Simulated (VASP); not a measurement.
# Se (space group P2_12_12): computed properties

The numbers are results of LDA (Ceperley-Alder, Perdew-Zunger), VASP's LDA PAW potentials (set 64) (plane waves; VASP), not measurements.

```yaml
space_group: P2_12_12 (18)
cell: a = 4.680 Å, b = 7.265 Å, c = 2.664 Å, α = 90.00°, β = 90.00°, γ = 90.00°
volume_per_atom: 22.65 Å^3/atom
band gap (over mesh and band path): none (metal, semimetal or under 0.01 eV)
density: 5.79 g/cm³
```

```xyz
4
Lattice="4.6803 0.0000 0.0000 0.0000 7.2646 0.0000 0.0000 0.0000 2.6643" Properties=species:S:1:pos:R:3 pbc="T T T"
Se     3.2207     2.8571     0.7203
Se     1.4596     4.4075     0.7203
Se     0.8805     0.7752     1.9440
Se     3.7998     6.4894     1.9440
```

The structure comes from a computed database's Se entry (P2_12_12); how it stands against other phases isn't given here. It was relaxed first, which changed the volume by -14 %. Symmetry was kept, so distortions that lower it aren't found.
